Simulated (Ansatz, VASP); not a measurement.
# Cross-check of SiO2 (Cristobalite) between VASP and Ansatz, part 2 of 3

One calculation is typed for both programs; each brings its own data sets. How far apart do they land? The cell is taken from a series of runs on this material, whose earlier steps may have relaxed, scaled, displaced or heated it; both programs get it as it stands.

VASP 6.6.1 and Ansatz 0.2.0.

So far: Starting point; VASP: zone-centre phonons, LDA.

## Step 2: VASP: zone-centre phonons, LDA (continued)

Level of this step: LDA; plane waves and PAW (O, Si) (VASP).

Parts of OUTCAR (step 2):

```text
ion  position               nearest neighbor table
   1  0.241  0.096  0.176-  10 1.61   9 1.61
   2  0.404  0.741  0.426-  11 1.61  10 1.61
   3  0.759  0.904  0.676-  12 1.61  11 1.61
   4  0.596  0.259  0.926-   9 1.61  12 1.61
   5  0.741  0.404  0.574-  11 1.61  12 1.61
   6  0.904  0.759  0.324-  10 1.61  11 1.61
   7  0.259  0.596  0.074-   9 1.61  10 1.61
   8  0.096  0.241  0.824-  12 1.61   9 1.61
   9  0.296  0.296  0.000-   4 1.61   7 1.61   1 1.61   8 1.61  10 3.10  12 3.10  10 3.10  12 3.10

  LATTYP: Found a simple tetragonal cell.
 ALAT       =     5.0422415638
 C/A-ratio  =     1.3760424167

 Subroutine GETGRP returns: Found  8 space group operations
 (whereof  2 operations were pure point group operations)

The static configuration has the point symmetry C_2 .
 The point group associated with its full space group is D_4 .

 Found     18 irreducible k-points:

   k-points           NKPTS =     18   k-points in BZ     NKDIM =     18   number of bands    NBANDS=     44

   dimension x,y,z NGX =    40 NGY =   40 NGZ =   56
   dimension x,y,z NGXF=    80 NGYF=   80 NGZF=  112

   ENCUT  =  600.0 eV  44.10 Ry    6.64 a.u.  10.07 10.07 13.86*2*pi/ulx,y,z

   NELECT =      64.0000    total number of electrons

 k-points in reciprocal lattice and weights: Automatic mesh
   0.00000000  0.00000000  0.00000000       0.016
   0.25000000  0.00000000  0.00000000       0.062
   0.50000000  0.00000000  0.00000000       0.031
   0.25000000  0.25000000  0.00000000       0.062
   0.50000000  0.25000000  0.00000000       0.062
   0.50000000  0.50000000  0.00000000       0.016
   0.00000000  0.00000000  0.25000000       0.031
   0.25000000  0.00000000  0.25000000       0.125
   0.50000000  0.00000000  0.25000000       0.062
[...]
0.50000000  0.25000000  0.50000000       0.062
   0.50000000  0.50000000  0.50000000       0.016

 average (electrostatic) potential at core
       1 -74.8063       2 -74.8063       3 -74.8063       4 -74.8063       5 -74.8063
       6 -74.8063       7 -74.8063       8 -74.8063       9 -89.4117      10 -89.4117
      11 -89.4117      12 -89.4117

  Total       -0.9559842     -0.9559842     -0.0519403      0.0000000      0.0000000      0.0000000
  in kB       -8.6827750     -8.6827750     -0.4717508      0.0000000      0.0000000      0.0000000
  external PRESSURE =      -5.9457669 kB  Pullay stress =       0.0000000 kB

  energy-cutoff  :      600.00
  volume of cell :      176.40
      direct lattice vectors                 reciprocal lattice vectors
     5.042241564  0.000000000  0.000000000     0.198324493  0.000000000  0.000000000
     0.000000000  5.042241564  0.000000000     0.000000000  0.198324493  0.000000000
     0.000000000  0.000000000  6.938338267     0.000000000  0.000000000  0.144126729

 POSITION                                       TOTAL-FORCE (eV/Angst)
 -----------------------------------------------------------------------------------
      1.21274      0.48335      1.22072         0.000707     -0.000240     -0.006647
[...]
3.004466  1.308377  6.424475    -0.248371    0.045501    0.171865
      3.733864  2.037775  3.983033    -0.045501    0.248371   -0.171865
      4.558896  3.829498  2.248448     0.254435    0.049290   -0.191377
      1.308377  3.004466  0.513863    -0.045501    0.248371    0.171865
      0.483346  1.212743  5.717617     0.254435    0.049290    0.191377
      1.492051  1.492051  0.000000     0.069974   -0.069974   -0.309859
      1.029069  4.013172  1.734585    -0.002990    0.002990    0.000000
      3.550190  3.550190  3.469169     0.069974   -0.069974    0.309859
      4.013172  1.029069  5.203754    -0.002990    0.002990   -0.000000

   2 f  =   36.123580 THz   226.971145 2PiTHz 1204.952916 cm-1   149.395054 meV
             X         Y         Z           dx          dy          dz
      1.212743  0.483346  1.220721    -0.045501   -0.248371    0.171865
      2.037775  3.733864  2.955306     0.254435   -0.049290    0.191377
      3.829498  4.558896  4.689890    -0.045501   -0.248371   -0.171865
      3.004466  1.308377  6.424475     0.254435   -0.049290   -0.191377
      3.733864  2.037775  3.983033    -0.049290    0.254435   -0.191377
      4.558896  3.829498  2.248448    -0.248371   -0.045501    0.171865
      1.308377  3.004466  0.513863    -0.049290    0.254435    0.191377
      0.483346  1.212743  5.717617    -0.248371   -0.045501   -0.171865
      1.492051  1.492051  0.000000    -0.002990   -0.002990   -0.000000
      1.029069  4.013172  1.734585     0.069974    0.069974   -0.309859
      3.550190  3.550190  3.469169    -0.002990   -0.002990    0.000000
      4.013172  1.029069  5.203754     0.069974    0.069974    0.309859

   3 f  =   34.164528 THz   214.662062 2PiTHz 1139.605993 cm-1   141.293072 meV
             X         Y         Z           dx          dy          dz
      1.212743  0.483346  1.220721     0.059963    0.287261   -0.197142
      2.037775  3.733864  2.955306     0.287261   -0.059963    0.197142
      3.829498  4.558896  4.689890    -0.059963   -0.287261   -0.197142
      3.004466  1.308377  6.424475    -0.287261    0.059963    0.197142
      3.733864  2.037775  3.983033    -0.059963    0.287261   -0.197142
      4.558896  3.829498  2.248448    -0.287261   -0.059963    0.197142
      1.308377  3.004466  0.513863     0.059963   -0.287261   -0.197142
      0.483346  1.212743  5.717617     0.287261    0.059963    0.197142
      1.492051  1.492051  0.000000    -0.004524   -0.004524    0.000000
      1.029069  4.013172  1.734585    -0.004524    0.004524   -0.000000
      3.550190  3.550190  3.469169     0.004524    0.004524    0.000000
      4.013172  1.029069  5.203754     0.004524   -0.004524    0.000000

   4 f  =   32.969057 THz   207.150696 2PiTHz 1099.729376 cm-1   136.349004 meV
             X         Y         Z           dx          dy          dz
      1.212743  0.483346  1.220721    -0.050158   -0.243474    0.185768
      2.037775  3.733864  2.955306    -0.243474    0.050158   -0.185768
      3.829498  4.558896  4.689890     0.050158    0.243474    0.185768
      3.004466  1.308377  6.424475     0.243474   -0.050158   -0.185768
      3.733864  2.037775  3.983033    -0.050158    0.243474   -0.185768
      4.558896  3.829498  2.248448    -0.243474   -0.050158    0.185768
      1.308377  3.004466  0.513863     0.050158   -0.243474   -0.185768
      0.483346  1.212743  5.717617     0.243474    0.050158    0.185768
      1.492051  1.492051  0.000000    -0.158346    0.158346   -0.085104
      1.029069  4.013172  1.734585     0.158346    0.158346    0.085104
      3.550190  3.550190  3.469169     0.158346   -0.158346   -0.085104
      4.013172  1.029069  5.203754    -0.158346   -0.158346    0.085104

   5 f  =   32.947199 THz   207.013357 2PiTHz 1099.000265 cm-1   136.258605 meV
             X         Y         Z           dx          dy          dz
      1.212743  0.483346  1.220721     0.069404    0.226267   -0.165353
      2.037775  3.733864  2.955306    -0.257155    0.031191   -0.202453
      3.829498  4.558896  4.689890     0.069404    0.226267    0.165353
      3.004466  1.308377  6.424475    -0.257155    0.031191    0.202453
      3.733864  2.037775  3.983033    -0.026257    0.240689   -0.190384
      4.558896  3.829498  2.248448    -0.243710   -0.071417    0.179116
      1.308377  3.004466  0.513863    -0.026257    0.240689    0.190384
      0.483346  1.212743  5.717617    -0.243710   -0.071417   -0.179116
      1.492051  1.492051  0.000000     0.166981   -0.154870    0.073658
      1.029069  4.013172  1.734585     0.178481   -0.167204    0.002581
      3.550190  3.550190  3.469169     0.166981   -0.154870   -0.073658
      4.013172  1.029069  5.203754     0.178481   -0.167204   -0.002581

   6 f  =   32.947199 THz   207.013357 2PiTHz 1099.000265 cm-1   136.258605 meV
             X         Y         Z           dx          dy          dz
      1.212743  0.483346  1.220721     0.031191    0.257155   -0.202453
      2.037775  3.733864  2.955306     0.226267   -0.069404    0.165353
      3.829498  4.558896  4.689890     0.031191    0.257155    0.202453
      3.004466  1.308377  6.424475     0.226267   -0.069404   -0.165353
      3.733864  2.037775  3.983033    -0.071417    0.243710   -0.179116
      4.558896  3.829498  2.248448     0.240689    0.026257   -0.190384
      1.308377  3.004466  0.513863    -0.071417    0.243710    0.179116
      0.483346  1.212743  5.717617     0.240689    0.026257    0.190384
      1.492051  1.492051  0.000000    -0.167204   -0.178481    0.002581
      1.029069  4.013172  1.734585    -0.154870   -0.166981   -0.073658
      3.550190  3.550190  3.469169    -0.167204   -0.178481   -0.002581
      4.013172  1.029069  5.203754    -0.154870   -0.166981    0.073658

   7 f  =   32.883164 THz   206.611015 2PiTHz 1096.864295 cm-1   135.993779 meV
             X         Y         Z           dx          dy          dz
      1.212743  0.483346  1.220721    -0.049353   -0.243230    0.185198
      2.037775  3.733864  2.955306     0.243230   -0.049353    0.185198
      3.829498  4.558896  4.689890     0.049353    0.243230    0.185198
      3.004466  1.308377  6.424475    -0.243230    0.049353    0.185198
      3.733864  2.037775  3.983033    -0.049353    0.243230   -0.185198
      4.558896  3.829498  2.248448     0.243230    0.049353   -0.185198
      1.308377  3.004466  0.513863     0.049353   -0.243230   -0.185198
      0.483346  1.212743  5.717617    -0.243230   -0.049353   -0.185198
      1.492051  1.492051  0.000000     0.170602    0.170602    0.000000
      1.029069  4.013172  1.734585    -0.170602    0.170602   -0.000000
      3.550190  3.550190  3.469169    -0.170602   -0.170602   -0.000000
      4.013172  1.029069  5.203754     0.170602   -0.170602   -0.000000

   8 f  =   32.859631 THz   206.463151 2PiTHz 1096.079310 cm-1   135.896453 meV
             X         Y         Z           dx          dy          dz
      1.212743  0.483346  1.220721    -0.036045   -0.265843    0.151435
      2.037775  3.733864  2.955306     0.265843   -0.036045    0.151435
      3.829498  4.558896  4.689890     0.036045    0.265843    0.151435
      3.004466  1.308377  6.424475    -0.265843    0.036045    0.151435
      3.733864  2.037775  3.983033     0.036045   -0.265843    0.151435
      4.558896  3.829498  2.248448    -0.265843   -0.036045    0.151435
      1.308377  3.004466  0.513863    -0.036045    0.265843    0.151435
      0.483346  1.212743  5.717617     0.265843    0.036045    0.151435
      1.492051  1.492051  0.000000     0.063065   -0.063065   -0.228554
    [... 421 further lines ...]
      3.550190  3.550190  3.469169    -0.129327   -0.316776    0.000991
      4.013172  1.029069  5.203754    -0.128944   -0.316619   -0.002355

 MACROSCOPIC STATIC DIELECTRIC TENSOR IONIC CONTRIBUTION
 ------------------------------------------------------
           1.814262    -0.000000     0.000000
           0.000000     1.814262    -0.000000
           0.000000     0.000000     1.611549
 ------------------------------------------------------

 ELASTIC MODULI CONTR FROM IONIC RELAXATION (kBar)
 Direction    XX          YY          ZZ          XY          YZ          ZX
 --------------------------------------------------------------------------------
 XX       -3281.3749   -192.9454  -1283.9711      0.0000     -0.0000     -0.0000
 YY        -192.9454  -3281.3749  -1283.9711     -0.0000      0.0000     -0.0000
 ZZ       -1283.9711  -1283.9711  -2311.1722     -0.0000     -0.0000      0.0000
 XY           0.0000     -0.0000     -0.0000   -179.1822      0.0000      0.0000
 YZ          -0.0000      0.0000      0.0000      0.0000   -728.2871      0.0000
 ZX           0.0000     -0.0000      0.0000      0.0000      0.0000   -730.2647
 --------------------------------------------------------------------------------

 PIEZOELECTRIC TENSOR IONIC CONTR  for field in x, y, z        (C/m^2)
          XX          YY          ZZ          XY          YZ          ZX
  --------------------------------------------------------------------------------
  x     0.00000    -0.00000     0.00000     0.00000    -0.01800     0.00000
  y     0.00000     0.00000    -0.00000    -0.00000     0.00000     0.02023
  z    -0.00000    -0.00000     0.00000     0.00010    -0.00000    -0.00000
```

[end of part 2 of 3]

[Lines on the potential files, build, host, timing and source positions are cut from VASP's logs without a mark.]

[Logs are printed without paths, hosts, clocks, repeated set-up lines and the standing remarks that a program may print on its own settings, such as how far it seeks lower states.]

[Hosts, paths, dates, database ids (printed as entryN), source tags and the programs' standing remarks are cut or masked in the printed files.]
